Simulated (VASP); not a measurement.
Set up this calculation in VASP 6.6.1, as the native input.

```yaml
Task: single point
Functional: PBE
Dispersion: D3(BJ)
Potentials_or_basis: VASP PAW PBE potentials, release 64 (O, H, Cl)
Cutoff: 520 eV
k_mesh: 1 × 1 × 1
Occupations: fermi-dirac, width 0.05 eV
Spin: no spin polarisation
Dipole_correction: no
Further_INCAR_settings: LREAL = Auto; ALGO = Normal; EDIFF = 1e-06; NBANDS = 44
```

The structure of H13ClO6 lies in POSCAR:

```
H13ClO6
1.0
    6.6965600000      0.0000000000      0.0000000000
    0.0000000000      6.6965600000      0.0000000000
    0.0000000000      0.0000000000      6.6965600000
O H Cl
6 13 1
Direct
    0.4118532500      0.5714874503      0.5102470522
    0.4937908419      0.9360477618      0.9697964328
    0.3865566798      0.1601568567      0.3187158780
    0.2441552080      0.1860656815      0.7643625981
    0.7881210651      0.1433422533      0.4898186532
    0.8828114734      0.7665278889      0.6177350759
    0.5148314956      0.4614906758      0.5189679477
    0.2995866534      0.4767821090      0.5162650674
    0.3855710992      1.0284235488      0.9185014395
    0.5266733965      0.8811539059      0.8410586928
    0.3446993680      0.0217574396      0.2912988161
    0.4535164323      0.1507490413      0.1641439784
    0.2068076744      0.2983322781      0.8550957507
    0.1115199446      0.1331877860      0.7344965176
    0.8324423286      0.2775454860      0.4565179734
    0.6491840587      0.1439993071      0.5017800184
    0.8676245714      0.9020302962      0.5503273322
    0.7514604513      0.7241180546      0.6061918358
    0.9605827470      0.6880995616      0.4024753008
    1.0144462231      0.4943134983      0.3314836274
```

The cell was built by a generator and needn't be a form met in nature.

These files were run (other wordings do the same):

INCAR

```
SYSTEM = H13ClO6
PREC     = Accurate       ! precision mode
ENCUT    = 520            ! plane-wave cutoff, eV
EDIFF    = 1E-6           ! SCF threshold, eV
ISMEAR   = -1             ! smearing method
SIGMA    = 0.05           ! smearing width, eV
LREAL    = Auto         
LASPH    = .True.         ! aspherical terms in the spheres
NELM     = 80             ! most SCF steps
ALGO     = Normal         ! electronic algorithm
ISIF     = 2              ! what is computed and relaxed
LWAVE    = .False.        ! write WAVECAR
LCHARG   = .True.         ! write CHGCAR
GGA      = PE             ! functional
IVDW     = 12             ! dispersion correction
LELF     = .True.         ! ELF
LVHAR    = .True.       
NBANDS   = 44             ! bands
```

KPOINTS

```
Automatic mesh
0
Gamma
  1 1 1
  0 0 0
```

Potentials or basis: VASP PAW PBE potentials, release 64 (O, H, Cl).

Run with:

```console
$ cat potpaw_PBE.64/O/POTCAR potpaw_PBE.64/H/POTCAR potpaw_PBE.64/Cl/POTCAR > POTCAR
$ mpirun -np 1 vasp_gam > vasp.out
```

Results of the run:

```json
{"Pressure": "-0.2 GPa", "Largest force": "4.952 eV/Å", "Band gap on the k mesh": "4.30 eV, direct", "Dispersion energy per atom": "-0.028 eV"}
```

Wall time 29 s on 1 thread of Intel(R) Xeon(R) Platinum 8488C (Sapphire Rapids) (shared host), peak memory 0.32 GiB.
